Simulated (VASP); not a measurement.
```
CELL_PARAMETERS angstrom
      0.00000     2.21340     2.21340
      2.21340     0.00000     2.21340
      2.21340     2.21340     0.00000
ATOMIC_POSITIONS crystal
  Be 0.25000 0.25000 0.25000
  Be 0.75000 0.75000 0.75000
  C  0.00000 0.00000 0.00000
```

The base run (VASP): PBE GGA, plane waves, VASP's PBE PAW potentials (set 64). Run with 520 eV cut-off, 8×8×8 Γ-centred mesh, Gaussian smearing of 0.050 eV, potentials Be C.

One setting is varied; ΔE counts from the base run. The base run took about 3 core-seconds. The timings are rough (shared machines, no repeats); factors under 2 mean little.

Pressures at a finite cut-off, here 520 eV, hold a Pulay part, which wasn't tested here.

```csv
setting,cost over the base run,electronic steps,ΔE (meV/atom),pressure (GPa)
SYMPREC = 1E-3,within a factor of 2,12,0.0,-11.75
ISYM = 1,within a factor of 2,12,0.0,-11.75
base run,reference,12,0.0,-11.75
ISYM = 0,about 4 times,12,0.0,-11.75
ISYM = -1,about 7 times,12,0.0,-11.75
```

Left out are runs that failed, have no time on record or changed the cell.

The compound is Be2C in the antifluorite structure. The cell was not relaxed at this level.
